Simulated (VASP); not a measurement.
# MgCd3Te4 (Amm2) in VASP: further runs

The runs below take MgCd3Te4 through relaxation of cell and atoms, with PBEsol.

All numbers are computed with VASP 6.6.1; they aren't measurements. Logs are shortened: lines on timing, memory, paths and dates and some standing lists are left out, and cuts for length are marked.

## (1) The structure

The structure is orthorhombic, space group Amm2 (No. 38). Conventional cell: a = 4.542 Å, b = 9.084 Å, c = 12.847 Å, α = 90.00°, β = 90.00°, γ = 90.00°. Around Mg (site symmetry mm2) lie 4 Te at 2.78 Å. Cd (site symmetry m) has 4 Te at 2.78 Å as nearest neighbours. Cd (site symmetry mm2) has 4 Te at 2.78 Å as nearest neighbours. Te (site symmetry m) has 1 Mg at 2.78 Å and 3 Cd at 2.78 Å as nearest neighbours. Te (site symmetry mm2) is surrounded by 4 Cd at 2.78 Å. Te (site symmetry mm2) is surrounded by 2 Mg at 2.78 Å and 2 Cd at 2.78 Å.

The cell was built by a generator and needn't be a form met in nature.

## (2) Relaxation of cell and atoms, PBEsol

File INCAR:

```
PREC = Accurate ; ENCUT = 600
EDIFF = 1E-6 ; ISMEAR = 0
SIGMA = 0.03 ; LREAL = F
LASPH = T ; NELM = 80
ALGO = Normal ; ISIF = 3
LWAVE = F ; LCHARG = F
GGA = PS ; IBRION = 2
NSW = 90 ; EDIFFG = -0.01
KPAR = 4
```

File KPOINTS:

```
Automatic mesh
0
Gamma
  4 4 4
```

File POSCAR:

```
MgCd3Te4
1.0
   -6.4234994100      6.4234994100      0.0000000000
   -6.4234994100      0.0000000000      6.4234994100
    0.0000000000      6.4234994100      6.4234994100
Mg Cd Te
2 6 8
Direct
    0.0000000000      0.0000000000      0.0000000000
    0.5000000000      0.0000000000      0.0000000000
    0.0000000000      0.5000000000      0.0000000000
    0.0000000000      0.0000000000      0.5000000000
    0.5000000000      0.5000000000      0.0000000000
    0.5000000000      0.0000000000      0.5000000000
    0.0000000000      0.5000000000      0.5000000000
    0.5000000000      0.5000000000      0.5000000000
    0.8750000000      0.8750000000      0.3750000000
    0.3750000000      0.8750000000      0.3750000000
    0.8750000000      0.3750000000      0.3750000000
    0.8750000000      0.8750000000      0.8750000000
    0.3750000000      0.3750000000      0.3750000000
    0.3750000000      0.8750000000      0.8750000000
    0.8750000000      0.3750000000      0.8750000000
    0.3750000000      0.3750000000      0.8750000000
```

Potentials or basis: VASP PAW PBE potentials, release 64 (Mg, Cd, Te).

On the command line:

```console
$ cat potpaw_PBE.64/Mg/POTCAR potpaw_PBE.64/Cd/POTCAR potpaw_PBE.64/Te/POTCAR > POTCAR
$ mpirun -np 4 vasp_std > vasp.out
```

OUTCAR:

```text
PREC = Accurate
   ENCUT = 600
   EDIFF = 1E-6
   ISMEAR = 0
   LREAL = F
   LASPH = T
   NELM = 80
   ISIF = 3
   GGA = PS
   IBRION = 2
   NSW = 90
   EDIFFG = -0.01

 ion  position               nearest neighbor table
   1  0.000  0.000  0.000-   9 2.78  12 2.78  14 2.78  15 2.78
   2  0.500  0.000  0.000-  10 2.78  12 2.78  14 2.78  16 2.78
   3  0.000  0.500  0.000-  11 2.78  12 2.78  15 2.78  16 2.78
   4  0.000  0.000  0.500-   9 2.78  10 2.78  11 2.78  12 2.78
   5  0.500  0.500  0.000-  13 2.78  14 2.78  15 2.78  16 2.78
   6  0.500  0.000  0.500-   9 2.78  10 2.78  13 2.78  14 2.78
[... 8 lines left out ...]
  15  0.875  0.375  0.875-   1 2.78   3 2.78   5 2.78   7 2.78
  16  0.375  0.375  0.875-   2 2.78   3 2.78   5 2.78   8 2.78

  LATTYP: Found a face centered cubic cell.
 ALAT       =    12.8469988200

  Lattice vectors:

 A1 = (  -6.4234994100,   6.4234994100,   0.0000000000)
 A2 = (  -6.4234994100,   0.0000000000,   6.4234994100)
 A3 = (   0.0000000000,   6.4234994100,   6.4234994100)

Analysis of symmetry for initial positions (statically):
=====================================================================
 Subroutine PRICEL returns following result:

  LATTYP: Found a base centered orthorhombic cell.
 ALAT       =     9.0841999835
 B/A-ratio  =     1.4142135624
 C/A-ratio  =     0.5000000000

  Lattice vectors:

 A1 = (  -3.2117497050,  -3.2117497050,  -6.4234994100)
 A2 = (  -3.2117497050,  -3.2117497050,   6.4234994100)
 A3 = (  -3.2117497050,   3.2117497050,   0.0000000000)

   2 primitive cells build up your supercell.

 Routine SETGRP: Setting up the symmetry group for a
 face centered cubic supercell.

 Subroutine GETGRP returns: Found  4 space group operations
 (whereof  4 operations were pure point group operations)
 out of a pool of 48 trial point group operations.

The static configuration has the point symmetry C_2v.

Analysis of symmetry for dynamics (positions and initial velocities):
=====================================================================
 Subroutine PRICEL returns following result:

  LATTYP: Found a base centered orthorhombic cell.
 ALAT       =     9.0841999835
 B/A-ratio  =     1.4142135624
 C/A-ratio  =     0.5000000000

  Lattice vectors:

 A1 = (  -3.2117497050,  -3.2117497050,  -6.4234994100)
 A2 = (  -3.2117497050,  -3.2117497050,   6.4234994100)
 A3 = (  -3.2117497050,   3.2117497050,   0.0000000000)

   2 primitive cells build up your supercell.

 Routine SETGRP: Setting up the symmetry group for a
 face centered cubic supercell.

 Subroutine GETGRP returns: Found  4 space group operations
 (whereof  4 operations were pure point group operations)
 out of a pool of 48 trial point group operations.

The dynamic configuration has the point symmetry C_2v.

 Subroutine INISYM returns: Found  4 space group operations
 (whereof  4 operations are pure point group operations),
 and found     2 'primitive' translations

----------------------------------------------------------------------------------------

                                     Primitive cell

  volume of cell :     265.0422

  direct lattice vectors                    reciprocal lattice vectors
    -3.211749705 -3.211749705 -6.423499410    -0.077839191 -0.077839191 -0.077839191
    -3.211749705 -3.211749705  6.423499410    -0.077839191 -0.077839191  0.077839191
    -3.211749705  3.211749705  0.000000000    -0.155678383  0.155678383  0.000000000

  length of vectors
     7.867147959  7.867147959  4.542099992     0.134821434  0.134821434  0.220162480

  position of ions in fractional coordinates (direct lattice)
     0.000000000  0.000000000  0.000000000
     0.000000000  0.500000000  0.500000000
     0.500000000  0.000000000  0.500000000
     0.500000000  0.500000000  1.000000000
     0.625000000  0.875000000  1.000000000
     0.625000000  0.375000000  0.500000000
     0.125000000  0.875000000  0.500000000
     0.125000000  0.375000000  1.000000000

  ion indices of the primitive-cell ions
   primitive index   ion index
                 1           1
                 2           3
                 3           4
                 4           7
                 5           9
                 6          11
                 7          12
                 8          15

----------------------------------------------------------------------------------------

 KPOINTS: Automatic mesh

Automatic generation of k-mesh.
 Grid dimensions read from file:
 generate k-points for:    4    4    4

 Generating k-lattice:

  Cartesian coordinates                     Fractional coordinates (reciprocal lattice)
    -0.019459798  0.019459798 -0.019459798     0.250000000  0.000000000  0.000000000
    -0.019459798 -0.019459798  0.019459798     0.000000000  0.250000000  0.000000000
     0.019459798  0.019459798  0.019459798     0.000000000  0.000000000  0.250000000

  Length of vectors
     0.033705359  0.033705359  0.033705359

[... 49 lines left out ...]
   NUPDOWN=      -1.0000    fix difference up-down
   EMIN   =  10.00;   EMAX   =-10.00  energy-range for DOS
   EFERMI =   0.00;   METHOD = LEGACY
   ISMEAR =     0;   SIGMA  =   0.03  broadening in eV -4-tet -1-fermi 0-gaus
   EFERMI_NEDOS =   21; number of points for ismear=-14 and -15
   IALGO  =     38    algorithm
   IMIX   =      4    mixing-type and parameters
     AMIX     =   0.40;   BMIX     =  1.00
     AMIX_MAG =   1.60;   BMIX_MAG =  1.00
  volume/ion in A,a.u.               =      33.13       223.57
  Fermi-wavevector in a.u.,A,eV,Ry     =   1.008712  1.906189 13.843917  1.017499
  Thomas-Fermi vector in A             =   2.141595
   LORBIT       =      0    0 simple, 1 ext, 2 COOP (PROOUT), +10 PAW based schemes
   GGA     = PS    functional components
   LHFCALC =     F    Hartree Fock is set to
   AEXX    =    0.0000 exact exchange contribution
   IVDW    =     0    specifies the selected vdW correction
   LEPSILON=     F    determine dielectric tensor
   LRPA    =     F    only Hartree local field effects (RPA)
 conjugate gradient relaxation of ions
 non-spin polarized calculation
 Gauss-broadening in eV      SIGMA  =   0.03
  energy-cutoff  :      600.00
  volume of cell :      530.08
 maximum number of plane-waves:     17742
 NGX is ok and might be reduce to    80
   NGX = 37   NGY = 37   NGZ = 37

--------------------------------------- Ionic step        1  -------------------------------------------

 number of electron     124.0000008 magnetization

 Free energy of the ion-electron system (eV)
  ---------------------------------------------------
  ext. energy  EPLUGINS =         0.00000000
  ---------------------------------------------------
  free energy    TOTEN  =       -46.62623227 eV

  energy without entropy =      -46.62623227  energy(sigma->0) =      -46.62623227

------------------------ aborting loop because EDIFF is reached ----------------------------------------

  FORCE on cell =-STRESS in cart. coord.  units (eV):
  Direction    XX          YY          ZZ          XY          YZ          ZX
  --------------------------------------------------------------------------------------
  -------------------------------------------------------------------------------------
  Total        3.9895955      3.9895955      3.9545322     -0.0015482      0.0000000      0.0000000
  in kB       12.0585306     12.0585306     11.9525517     -0.0046793      0.0000000      0.0000000
  external PRESSURE =      12.0232043 kB  Pullay stress =       0.0000000 kB

 VOLUME and BASIS-vectors are now :
 -----------------------------------------------------------------------------
  energy-cutoff  :      600.00
  volume of cell :      530.08
      direct lattice vectors                 reciprocal lattice vectors
    -6.423499410  6.423499410  0.000000000    -0.077839191  0.077839191 -0.077839191
    -6.423499410  0.000000000  6.423499410    -0.077839191 -0.077839191  0.077839191
     0.000000000  6.423499410  6.423499410     0.077839191  0.077839191  0.077839191
[... 358 lines left out ...]
     -9.72361      6.49237      9.71963         0.008902      0.008902     -0.002031
[... 8 lines left out ...]
     -8.09699     11.36219      8.08835        -0.000555     -0.000555      0.007451
     -4.85379      8.11900      8.08835        -0.000555     -0.000555      0.007451
 -----------------------------------------------------------------------------------
    total drift:                               -0.000001      0.000001     -0.000298

  FREE ENERGIE OF THE ION-ELECTRON SYSTEM (eV)
  ---------------------------------------------------
  free  energy   TOTEN  =       -46.6913260460 eV

  energy  without entropy=      -46.6913260460  energy(sigma->0) =      -46.69132605

--------------------------------------- Ionic step        9  -------------------------------------------

 number of electron     123.9999992 magnetization

 Free energy of the ion-electron system (eV)
  ---------------------------------------------------
  ext. energy  EPLUGINS =         0.00000000
  ---------------------------------------------------
  free energy    TOTEN  =       -46.69133191 eV

  energy without entropy =      -46.69133191  energy(sigma->0) =      -46.69133191

 E-fermi :   2.2294     XC(G=0):  -8.5742

 val. band max:        2.0968196523   @ k =   0.0000   0.0000   0.0000
 cond. band min:       3.0676719770   @ k =   0.0000   0.0000   0.0000
 fundamental gap:      0.9708523247
 Fermi energy:         2.2294343333

 k-point     1 :       0.0000    0.0000    0.0000
  band No.  band energies     occupation
      1      -8.8799      2.00000
      2      -8.5013      2.00000
      3      -8.4791      2.00000
      4      -8.4449      2.00000
      5      -8.4227      2.00000
      6      -8.2982      2.00000
[... 1400 lines left out ...]
     -9.73156      9.73156     12.95313         0.000000     -0.000000     -0.008412
     -3.25040      6.48115      9.72045        -0.005981     -0.005981     -0.001945
     -6.48115      3.25040      9.72045         0.005981      0.005981     -0.001945
     -6.49426      9.72500      9.72045        -0.005981     -0.005981     -0.001945
     -9.72500      6.49426      9.72045         0.005981      0.005981     -0.001945
[... 8 lines left out ...]
     -8.09862     11.36449      8.08916        -0.000574     -0.000574      0.007382
     -4.85477      8.12064      8.08916        -0.000574     -0.000574      0.007382
 -----------------------------------------------------------------------------------
    total drift:                               -0.000001      0.000001      0.000183

  FREE ENERGIE OF THE ION-ELECTRON SYSTEM (eV)
  ---------------------------------------------------
  free  energy   TOTEN  =       -46.6913319067 eV

  energy  without entropy=      -46.6913319067  energy(sigma->0) =      -46.69133191

 reached required accuracy - stopping structural energy minimisation
```

Wall time 33 min (4 MPI ranks of Intel Xeon Platinum 8488C (Sapphire Rapids), shared host); peak memory 1.5 GiB.

Results:

```yaml
Free_energy: -46.6913 eV
Relaxed_volume: 34.07 Å³/atom
Relaxed_cell: a = 9.175 Å, b = 9.168 Å, c = 9.168 Å, α = 60.00°, β = 59.98°, γ = 59.98°
Space_group_after_relaxing_to_0.05_Å: Amm2 (No. 38)
Energy_gained_by_relaxing: 4.1 meV/atom
Ionic_steps: 9
Pressure_after_relaxing: 0.0 GPa
Largest_force_after_relaxing: 0.009 eV/Å
Band_gap_on_the_k_mesh: 0.97 eV
```

Forces in eV/Å, atoms in the order of the input:
```
Mg   0.000  0.000 -0.008
Mg   0.000  0.000 -0.008
Cd  -0.006 -0.006 -0.002
Cd   0.006  0.006 -0.002
Cd  -0.006 -0.006 -0.002
Cd   0.006  0.006 -0.002
Cd   0.000  0.000  0.006
Cd   0.000  0.000  0.006
Te   0.001  0.001  0.007
Te   0.001  0.001  0.007
Te   0.000  0.000 -0.002
Te   0.000  0.000 -0.006
Te   0.000  0.000 -0.002
Te   0.000  0.000 -0.006
Te  -0.001 -0.001  0.007
Te  -0.001 -0.001  0.007
```

The path:
```tsv
step	energy change (eV)	largest force (eV/Å)	pressure (GPa)	volume (Å³)
1	0.0000	0.2018	1.20	530.08
2	-0.0565	0.0876	-0.31	549.39
3	-0.0599	0.1083	-0.05	545.57
4	-0.0599	0.1102	-0.02	545.25
5	-0.0624	0.0759	-0.01	544.97
6	-0.0647	0.0264	0.03	544.12
7	-0.0649	0.0230	0.03	544.28
8	-0.0651	0.0128	-0.01	544.89
9	-0.0651	0.0087	-0.03	545.13
```

Final structure:
```yaml
crystal:
  lattice:
    - [-6.48770, 6.48770, 0.00000]
    - [-6.48529, 0.00241, 6.48048]
    - [-0.00241, 6.48529, 6.48048]
  atoms:
    - { symbol: Mg, position: [0.00060, 0.99940, 0.99940] }
    - { symbol: Mg, position: [0.50060, 0.99940, 0.99940] }
    - { symbol: Cd, position: [0.00002, 0.50080, 0.99915] }
    - { symbol: Cd, position: [0.00002, 0.99915, 0.50080] }
    - { symbol: Cd, position: [0.50002, 0.50080, 0.99915] }
    - { symbol: Cd, position: [0.50002, 0.99915, 0.50080] }
    - { symbol: Cd, position: [0.99959, 0.50041, 0.50041] }
    - { symbol: Cd, position: [0.49959, 0.50041, 0.50041] }
    - { symbol: Te, position: [0.87588, 0.87600, 0.37223] }
    - { symbol: Te, position: [0.37588, 0.87600, 0.37223] }
    - { symbol: Te, position: [0.87498, 0.37502, 0.37502] }
    - { symbol: Te, position: [0.87302, 0.87698, 0.87698] }
    - { symbol: Te, position: [0.37498, 0.37502, 0.37502] }
    - { symbol: Te, position: [0.37302, 0.87698, 0.87698] }
    - { symbol: Te, position: [0.87588, 0.37223, 0.87600] }
    - { symbol: Te, position: [0.37588, 0.37223, 0.87600] }
```

Caveat: the PAW data sets were made with another functional, which shifts forces and pressure a little; spin-orbit coupling is left out, which moves the levels of the heavy elements. Expect the measured gap to be larger: semilocal functionals such as PBEsol lack the derivative discontinuity.

## (3) Relaxation of cell and atoms, PBEsol

This run uses another cell than the first one, of 34.07 Å³/atom, 1.028 times its volume.

File INCAR:

```
PREC = Accurate ; ENCUT = 600
EDIFF = 1E-7 ; ISMEAR = 0
SIGMA = 0.03 ; LREAL = F
LASPH = T ; NELM = 80
ALGO = Normal ; ISIF = 3
LWAVE = F ; LCHARG = F
GGA = PS ; IBRION = 2
NSW = 90 ; EDIFFG = -0.005
KPAR = 4
```

KPOINTS is that of step 2.

File POSCAR:

```
MgCd3Te4                                
1.0
   -6.4877040649      6.4877040649      0.0000000000
   -6.4852906081      0.0024134567      6.4804821259
   -0.0024134567      6.4852906081      6.4804821259
  Mg              Cd              Te            
     2     6     8
Direct
     0.0006043263048437    0.9993956736951564    0.9993956736951564
     0.5006043263048436    0.9993956736951564    0.9993956736951564
     0.0000207086350893    0.5008039198018818    0.9991546629279396
     0.0000207086350893    0.9991546629279396    0.5008039198018818
     0.5000207086350892    0.5008039198018818    0.9991546629279396
     0.5000207086350892    0.9991546629279396    0.5008039198018818
     0.9995906041301272    0.5004093958698728    0.5004093958698728
     0.4995906041301272    0.5004093958698728    0.5004093958698728
     0.8758828891256601    0.8760008316675028    0.3722333900811772
     0.3758828891256601    0.8760008316675028    0.3722333900811772
     0.8749765776685623    0.3750234223314376    0.3750234223314376
     0.8730212963749681    0.8769787036250319    0.8769787036250319
     0.3749765776685624    0.3750234223314376    0.3750234223314376
     0.3730212963749681    0.8769787036250319    0.8769787036250319
     0.8758828891256601    0.3722333900811772    0.8760008316675028
     0.3758828891256601    0.3722333900811772    0.8760008316675028
```

Potentials or basis: VASP PAW PBE potentials, release 64 (Mg, Cd, Te).

On the command line:

```console
$ cat potpaw_PBE.64/Mg/POTCAR potpaw_PBE.64/Cd/POTCAR potpaw_PBE.64/Te/POTCAR > POTCAR
$ mpirun -np 4 vasp_std > vasp.out
```

It took 21 min on 4 MPI ranks of Intel Xeon Platinum 8488C (Sapphire Rapids), shared host; peak memory 1.5 GiB.

It converged, with:

* Free energy: -46.6945 eV
* Relaxed volume: 34.03 Å³/atom
* Relaxed cell: a = 9.173 Å, b = 9.165 Å, c = 9.165 Å, α = 60.00°, β = 59.97°, γ = 59.97°
* Space group after relaxing (to 0.05 Å): Amm2 (No. 38)
* Energy gained by relaxing: 0.0 meV/atom
* Ionic steps: 5
* Pressure after relaxing: 0.0 GPa
* Largest force after relaxing: 0.005 eV/Å
* Band gap on the k mesh: 0.97 eV

Forces on the atoms (eV/Å):
```
Mg   0.000  0.000 -0.005
Mg   0.000  0.000 -0.005
Cd  -0.003 -0.003 -0.001
Cd   0.003  0.003 -0.001
Cd  -0.003 -0.003 -0.001
Cd   0.003  0.003 -0.001
Cd   0.000  0.000  0.003
Cd   0.000  0.000  0.003
Te  -0.001 -0.001  0.003
Te  -0.001 -0.001  0.003
Te   0.000  0.000 -0.001
Te   0.000  0.000 -0.001
Te   0.000  0.000 -0.001
Te   0.000  0.000 -0.001
Te   0.001  0.001  0.003
Te   0.001  0.001  0.003
```

The path:
| step | energy change (eV) | largest force (eV/Å) | pressure (GPa) | volume (Å³) |
| --- | --- | --- | --- | --- |
| 1 | 0.0000 | 0.0086 | -0.04 | 545.13 |
| 2 | -0.0001 | 0.0062 | 0.01 | 544.48 |
| 3 | -0.0001 | 0.0062 | 0.01 | 544.49 |
| 4 | -0.0001 | 0.0063 | 0.01 | 544.51 |
| 5 | -0.0001 | 0.0046 | 0.00 | 544.54 |

Final structure:
```xyz
16
Lattice="-6.4861 6.4861 0.0000 -6.4833 0.0027 6.4775 -0.0027 6.4833 6.4775" Properties=species:S:1:pos:R:3 pbc="T T T"
Mg   -6.4861    6.4861   12.9464
Mg   -9.7291    9.7291   12.9464
Cd   -3.2502    6.4789    9.7158
Cd   -6.4789    3.2502    9.7158
Cd   -6.4933    9.7219    9.7158
Cd   -9.7219    6.4933    9.7158
Cd   -9.7291    9.7291    6.4833
Cd   -6.4861    6.4861    6.4833
Te  -11.3615    8.0967    8.0860
Te   -8.1184    4.8537    8.0860
Te   -8.1076    8.1076    4.8583
Te  -11.3506   11.3506   11.3607
Te   -4.8645    4.8645    4.8583
Te   -8.1076    8.1076   11.3607
Te   -8.0967   11.3615    8.0860
Te   -4.8537    8.1184    8.0860
```

Levels at points of the mesh, in eV from the valence-band top:
```
           k point  band 59  band 60  band 61  band 62  band 63  band 64  band 65  band 66
(0.00, 0.00, 0.00)    -0.66    -0.02    -0.02     0.00     0.97     1.82     1.83     2.12
(0.50, 0.00, 0.00)    -0.40    -0.40    -0.40    -0.40     2.18     2.18     2.90     2.90
(0.00, 0.50, 0.00)    -0.53    -0.51    -0.29    -0.29     2.06     2.30     2.77     3.01
(0.50, 0.50, 0.00)    -0.76    -0.76    -0.69    -0.69     3.03     3.03     3.18     3.18
(0.00, 0.50, 0.50)    -0.79    -0.74    -0.71    -0.70     2.98     3.07     3.21     3.22
```

Caveat: the PAW data sets were made with another functional, which shifts forces and pressure a little; spin-orbit coupling is left out, which moves the levels of the heavy elements. PBEsol gaps usually lie below the measured ones, often by a third to a half.
